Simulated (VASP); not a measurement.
```yaml
crystal:
  lattice:
    - [3.31765, 0.00000, 0.00000]
    - [0.00000, 3.31765, 0.00000]
    - [0.00000, 0.00000, 3.31765]
  atoms:
    - { symbol: Be, position: [0.00000, 0.00000, 0.00000] }
    - { symbol: Te, position: [0.50000, 0.50000, 0.50000] }
```

Method: PBEsol GGA, VASP's PBE PAW potentials (set 64) (plane waves; VASP). Numerical set-up: 400 eV cut-off, 12×12×12 Γ-centred mesh, tetrahedra with Blöchl corrections, potentials Be Te.

Unless said otherwise, spin-orbit coupling is left out, though it shifts the bands of the heavy elements here.

Question: Tabulate the total density of states (states/eV per cell) against energy (eV; zero at the valence-band maximum or, without a gap, the Fermi level).

Answer: 
```
E (eV) | DOS (states/eV)
    -9.98 | ### 0.12
    -9.74 | ## 0.08
    -9.50 | # 0.05
    -9.26 |  0.00
    -9.02 |  0.00
    -8.90 |  0.00
    -8.66 |  0.00
    -8.42 |  0.00
    -8.18 |  0.00
    -7.94 |  0.00
    -7.70 | #### 0.13
    -7.46 | ######## 0.30
    -7.22 | ########## 0.38
    -6.98 | ############# 0.46
    -6.74 | ############### 0.55
    -6.62 | ################ 0.60
    -6.38 | #################### 0.72
    -6.14 | ######################### 0.92
    -5.90 | ######################### 0.92
    -5.66 | ########################## 0.95
    -5.42 | ######################## 0.88
    -5.18 | ######################## 0.88
    -4.94 | ######################### 0.90
    -4.70 | ####################### 0.83
    -4.46 | ####################### 0.82
    -4.34 | ####################### 0.82
    -4.10 | ######################## 0.87
    -3.86 | ################### 0.68
    -3.62 | ################### 0.71
    -3.38 | ################# 0.61
    -3.14 | ################## 0.67
    -2.90 | ################### 0.69
    -2.66 | ################ 0.60
    -2.42 | ################# 0.63
    -2.18 | ##################### 0.75
    -2.06 | ##################### 0.76
    -1.82 | ########################### 0.98
    -1.58 | ####################### 0.85
    -1.34 | ########################## 0.94
    -1.10 | ############################## 1.08
    -0.86 | ############################# 1.07
    -0.62 | ########################### 0.98
    -0.38 | ############################## 1.08
    -0.14 | ############################ 1.03
     0.10 | ############################# 1.05
     0.22 | ############################ 1.04
     0.46 | ########################## 0.95
     0.70 | ######################## 0.88
     0.94 | ###################### 0.79
     1.18 | ###################### 0.82
     1.42 | ######################### 0.90
     1.66 | ####################### 0.84
     1.90 | ##################### 0.77
     2.14 | ##################### 0.77
     2.38 | ###################### 0.78
     2.50 | ###################### 0.81
     2.74 | ######################### 0.92
     2.98 | ############################## 1.09
     3.22 | ############################ 1.02
     3.46 | ########################### 0.98
```
Within 2 eV below the Fermi level the largest weight inside VASP's projection spheres is Te p, then Be p.

The structure was generated: BeTe was put into the CsCl type type (Pm-3m), which need not be its known phase. It was relaxed first, which changed the volume by +30 %.
